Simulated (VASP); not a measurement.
Computed with PBE GGA, VASP's PBE PAW potentials (set 64) (plane waves; VASP).

VASP ran on this input.

KPOINTS:
```
Regular mesh
0
G
  15 15 15
0 0 0
```

### INCAR
```
SYSTEM = WSi2
PREC = Accurate
ENCUT = 520
EDIFF = 1E-7
NELM = 100
ALGO = Normal
LREAL = .FALSE.
LASPH = .TRUE.
ISMEAR = -5
GGA = PE
LMAXMIX = 6
LWAVE = .FALSE.
LCHARG = .TRUE.
LORBIT = 11
NEDOS = 601
ISIF = 2
LEFG = .TRUE.
```

**POSCAR**
```
WSi2
1
   -1.6145789854     1.6145789854     3.9345666869
    1.6145789854    -1.6145789854     3.9345666869
    1.6145789854     1.6145789854    -3.9345666869
Si W
2 1
Direct
  0.6655895076   0.6655895076   0.0000000000
  0.3344104924   0.3344104924   0.0000000000
  0.0000000000   0.0000000000   0.0000000000
```

POTCAR, in this order: Si W_sv (PBE.64 set). Program: vasp_std.

Question: What will the output report for the number of irreducible k-points (NKPTS), largest plane-wave count, number of space-group operations, FFT grid (NGX, NGY, NGZ)?

Answer: 
```json
{
  "number of irreducible k-points (NKPTS)": "288",
  "largest_plane_wave_count": "1134",
  "number_of_space_group_operations": "16",
  "FFT grid (NGX, NGY, NGZ)": "36 × 36 × 36"
}
```

The compound is WSi2 in the MoSi2 type structure. It was relaxed first.
